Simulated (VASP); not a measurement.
An input for Ansatz (written as the equivalent of a VASP run, and not itself run):

Ansatz 0.2 input:
```yaml
crystal:
  lattice:
    - [3.1786069, 0.0000000, 0.0000000]
    - [-1.5893034, 2.7527544, 0.0000000]
    - [0.0000000, 0.0000000, 6.8313127]
  atoms:
    - { symbol: Sc, position: [0.0000000, 0.0000000, 1.0000000] }
    - { symbol: Sc, position: [0.0000000, 0.0000000, 0.5000000] }
    - { symbol: B, position: [0.3333330, 0.6666670, 0.2500000] }
    - { symbol: B, position: [0.6666670, 0.3333330, 0.7500000] }
kpoints:
  mp_grid: { grid: [10, 10, 4] }
hamiltonian:
  xc: pbesol
  pseudopotentials: { kind: paw }
scf:
  occupations: { method: methfessel_paxton, width: 0.1 }
  max_iter: 100
relax:
  max_steps: 60
  f_tol: 0.02
  cell: {}
output: { forces: true, stress: true, eigenvalues: true }
```

Problem. Translate this input to VASP (INCAR, KPOINTS, POSCAR, choice of POTCAR).

Solution. One answer among several that fit: 
### INCAR
```
SYSTEM = ScB
PREC = Accurate; ENCUT = 520; LREAL = .FALSE.
LASPH = .TRUE.
EDIFF = 1E-6; NELM = 100; ALGO = Normal
LMAXMIX = 4
ISMEAR = 1; SIGMA = 0.1
GGA = PS
IBRION = 2; NSW = 60; ISIF = 3
EDIFFG = -0.02
LWAVE = .FALSE.; LCHARG = .FALSE.
```

File POSCAR:
```
ScB
1
    3.1786068808     0.0000000000     0.0000000000
   -1.5893034404     2.7527544175    -0.0000000000
    0.0000000000     0.0000000000     6.8313126580
Sc B
2 2
Direct
  0.0000000000   0.0000000000   1.0000000000
  0.0000000000   0.0000000000   0.5000000000
  0.3333330000   0.6666670000   0.2500000000
  0.6666670000   0.3333330000   0.7500000000
```

KPOINTS:
```
K-points
0
gamma
 10 10 4
```

POTCAR, in this order: Sc_sv B (PBE.64 set). Program: vasp_std.

The two are equivalent in intent, not identical: each code has its own PAW files, so the cut-off isn't converted (ENCUT is set for VASP's; basis.ecutwfc is left out, and Ansatz then takes the one that its files recommend); Ansatz stops its SCF on the density residual and VASP on the energy change (EDIFF).

The structure was generated: ScB was put into the NiAs type type (P6_3/mmc), which need not be its known phase. This run relaxes it. Symmetry was kept, so distortions that lower it aren't found. The start is the result of an earlier pass.
